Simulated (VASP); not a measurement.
TaAs in VASP: the effect of Hubbard term

The system is TaAs, a slab with vacuum.

```xyz
8
Lattice="3.4436 0.0000 0.0000 0.0000 3.4436 0.0000 0.0000 0.0000 24.7721" Properties=species:S:1:pos:R:3 pbc="T T T"
Ta    1.7218    1.7218    7.5000
Ta    0.0000    1.7218   10.4340
Ta    0.0000    0.0000   13.3679
Ta    1.7218    0.0000   16.3019
As    0.0000    0.0000    8.4701
As    1.7218    0.0000   11.4041
As    1.7218    1.7218   14.3381
As    0.0000    1.7218   17.2721
```

Alike in all runs:

- Program: VASP 6.6.1
- Task: single point
- Functional: PBE
- Potentials or basis: VASP PAW PBE potentials, release 64 (Ta_pv, As)
- Cutoff: 520 eV
- k mesh: 6 × 6 × 1
- Occupations: fermi-dirac, width 0.05 eV
- Spin: no spin polarisation
- Dipole correction: yes
- Further INCAR settings: ALGO = Fast; EDIFF = 1e-07; NBANDS = 42

| Hubbard term | largest force (eV/Å) |
| --- | --- |
| none | 0.94 |
| Ta d U = 2 eV | 0.91 |
| Ta d U = 3 eV | ? |
| Ta d U = 4 eV | 0.97 |

Task: What does the run with Hubbard term Ta d U = 3 eV give?

Result: Largest force 0.89 eV/Å.

Worked out: The largest force follows no smooth curve through the other rows.

Caveats: U without spin polarisation on a metal has little footing (some runs); the U is typed as a test and isn't derived for this compound (some runs).
